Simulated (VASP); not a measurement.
**TaO (relaxed from the NiAs type structure, space group P6_3/mmc): computed properties**

All values below come from PBEsol GGA, VASP's PBE PAW potentials (set 64) (plane waves; VASP).

```yaml
space_group: P6_3/mmc (194)
cell: a = 2.805 Å, b = 2.805 Å, c = 6.337 Å, α = 90.00°, β = 90.00°, γ = 120.00°
volume_per_atom: 10.80 Å³/atom
band gap (over mesh and band path): none (metal, semimetal or under 0.01 eV)
density: 15.15 g/cm³
```

```cif
data_O2Ta2
_chemical_formula_sum 'Ta2 O2'
_space_group_name_H-M_alt 'P 1'
_space_group_IT_number 1
_cell_length_a 2.80507
_cell_length_b 2.80507
_cell_length_c 6.33714
_cell_angle_alpha 90.000
_cell_angle_beta 90.000
_cell_angle_gamma 120.000
loop_
_space_group_symop_operation_xyz
  'x, y, z'
loop_
_atom_site_label
_atom_site_type_symbol
_atom_site_fract_x
_atom_site_fract_y
_atom_site_fract_z
_atom_site_occupancy
Ta1 Ta 0.00000 0.00000 0.00000 1
Ta2 Ta 0.00000 0.00000 0.50000 1
O1 O 0.33333 0.66667 0.25000 1
O2 O 0.66667 0.33333 0.75000 1
```

Unless said otherwise, spin-orbit coupling is left out, though it shifts the bands of the heavy elements here.

The structure was generated: TaO was put into the NiAs type type (P6_3/mmc), which need not be its known phase. It was relaxed first, which changed the volume by -33 %. Symmetry was kept, so distortions that lower it aren't found.
